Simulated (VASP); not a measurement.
Consider the following.

```xyz
4
Lattice="2.6741 0.0000 0.0000 -1.3371 2.3159 0.0000 0.0000 0.0000 4.9527" Properties=species:S:1:pos:R:3 pbc="T T T"
Mn     0.0000     0.0000     0.0000
Mn     0.0000     0.0000     2.4764
N      0.0000     1.5439     1.2382
N      1.3371     0.7720     3.7145
```
Starting moments (μB, in the order of the record's atoms Mn Mn N N): 0.5 0.5 0.0 0.0.

Calculation: PBEsol GGA, VASP's PBE PAW potentials (set 64) (plane waves; VASP). Settings: 520 eV cut-off, 15×15×7 Γ-centred mesh, tetrahedra with Blöchl corrections, potentials Mn_pv N.

The cores are frozen, which limits the accuracy of field gradients. The moments were started parallel, and other spin orders were not tried in this run.

Give the principal components of the electric field gradient (V/Å²) and the asymmetry η at each nucleus.

```json
[
 {"atom": "Mn1", "Vxx": "-2.6", "Vyy": "-2.6", "Vzz": "5.2", "η": "0.00"},
 {"atom": "Mn2", "Vxx": "-2.6", "Vyy": "-2.6", "Vzz": "5.2", "η": "0.00"},
 {"atom": "N3", "Vxx": "-1.7", "Vyy": "-1.7", "Vzz": "3.3", "η": "0.00"},
 {"atom": "N4", "Vxx": "-1.7", "Vyy": "-1.7", "Vzz": "3.3", "η": "0.00"}
]
```

The structure was generated: MnN was put into the NiAs type type (P6_3/mmc), which need not be its known phase. It was relaxed first, which changed the volume by -32 %.
